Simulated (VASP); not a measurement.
Computed with r2SCAN meta-GGA, VASP's PBE PAW potentials (set 64) (plane waves; VASP 6.6.1).

The input files of a VASP run:

### KPOINTS
```
Automatic mesh
0
Gamma
10 10 9
0 0 0
```

KPOINTS_OPT:
```
k-points along high-symmetry lines
5
Line-mode
Reciprocal
  0.000000   0.000000   0.000000 ! GAMMA
 -0.500000   0.500000   0.000000 ! Y

 -0.500000   0.500000   0.000000 ! Y
 -0.266052   0.733948   0.000000 ! C_0

  0.266052   0.266052   0.000000 ! SIGMA_0
  0.000000   0.000000   0.000000 ! GAMMA

  0.000000   0.000000   0.000000 ! GAMMA
  0.000000   0.000000   0.500000 ! Z

  0.000000   0.000000   0.500000 ! Z
  0.266052   0.266052   0.500000 ! A_0

 -0.266052   0.733948   0.500000 ! E_0
 -0.500000   0.500000   0.500000 ! T

 -0.500000   0.500000   0.500000 ! T
 -0.500000   0.500000   0.000000 ! Y

  0.000000   0.000000   0.000000 ! GAMMA
  0.000000   0.500000   0.000000 ! S

  0.000000   0.500000   0.000000 ! S
  0.000000   0.500000   0.500000 ! R

  0.000000   0.500000   0.500000 ! R
  0.000000   0.000000   0.500000 ! Z

  0.000000   0.000000   0.500000 ! Z
 -0.500000   0.500000   0.500000 ! T
```

**INCAR**
```
SYSTEM = ZrSi2
PREC = Accurate; ENCUT = 400; LREAL = .FALSE.
LASPH = .TRUE.
EDIFF = 1E-7; NELM = 100; ALGO = Normal
LMAXMIX = 4; LMIXTAU = .TRUE.
ISMEAR = -5
METAGGA = R2SCAN
ISIF = 2
LWAVE = .FALSE.; LCHARG = .FALSE.; LORBIT = 11
NEDOS = 601
LEFG = .TRUE.
```

**POSCAR**
```
ZrSi2
1
    1.8392835532    -7.4429186592     0.0000000000
    1.8392835532     7.4429186592     0.0000000000
    0.0000000000     0.0000000000     3.6694786398
Zr Si
2 4
Direct
  0.6060865754   0.3939134246   0.2500000000
  0.3939134246   0.6060865754   0.7500000000
  0.9485297981   0.0514702019   0.2500000000
  0.0514702019   0.9485297981   0.7500000000
  0.2499309064   0.7500690936   0.2500000000
  0.7500690936   0.2499309064   0.7500000000
```

POTCAR, in this order: Zr_sv Si (PBE.64 set). Program: vasp_std.

Question: What will the output report for the number of irreducible k-points (NKPTS), number of bands (NBANDS), largest plane-wave count, number of space-group operations, FFT grid (NGX, NGY, NGZ)?

Answer: 
```json
{
 "number of irreducible k-points (NKPTS)": "155",
 "number of bands (NBANDS)": "24",
 "largest_plane_wave_count": "1850",
 "number_of_space_group_operations": "8",
 "FFT grid (NGX, NGY, NGZ)": "50 × 50 × 24"
}
```

The compound is ZrSi2 in the sg63 structure. It was relaxed first.
